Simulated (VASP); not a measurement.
CuAu:

```
Cu Au
1.0
     2.83252    0.00000    0.00000
     0.00000    2.83252    0.00000
     0.00000    0.00000    3.54711
Cu Au
1 1
Direct
  0.50000 0.50000 0.50000
  0.00000 0.00000 0.00000
```

The cell comes from a database or a generator and needn't be the stable form of this composition.

Base run:

| Item | Value |
| --- | --- |
| Program | VASP 6.6.1 |
| Functional | PBEsol |
| Potentials or basis | VASP PAW PBE potentials, release 64 (Cu, Au) |
| Cutoff | 700 eV |
| k mesh | 14 × 14 × 12 |
| Occupations | gaussian, width 0.1 eV |
| Spin | no spin polarisation |

Its results: band gap on the k mesh none (metal or under the smearing width); pressure 0.0 GPa.

Problem. After a change of settings the same cell gave: band gap on the k mesh none (metal or under the smearing width); pressure 3.9 GPa. Which change was it?
A. cutoff from 700 eV to 520 eV; k mesh from 14 × 14 × 12 to 22 × 22 × 18
B. cutoff from 700 eV to 900 eV
C. functional from PBEsol to r2SCAN; cutoff from 700 eV to 520 eV; further incar settings from ALGO = Fast; EDIFF = 1e-06; NBANDS = 18 to ALGO = Normal; EDIFF = 1e-06; NBANDS = 18
D. cutoff from 700 eV to 520 eV; occupations from gaussian, width 0.1 eV to gaussian, width 0.5 eV

Solution. C.

Caveats: the PAW data sets were made with another functional, which shifts forces and pressure a little.
